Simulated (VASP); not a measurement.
All values below come from PBE GGA, VASP's PBE PAW potentials (set 64) (plane waves; VASP).

Gaps are without spin-orbit coupling.

### Question
Order these relaxed crystals by band gap, smallest first: Bi2Te3, R-3m (166); CaSe, Fm-3m (225); BaTe, Fm-3m (225); SnS, Pnma (62).

### Answer
Bi2Te3, R-3m (166) (0.49 eV), SnS, Pnma (62) (0.94 eV), BaTe, Fm-3m (225) (1.60 eV), CaSe, Fm-3m (225) (2.08 eV)
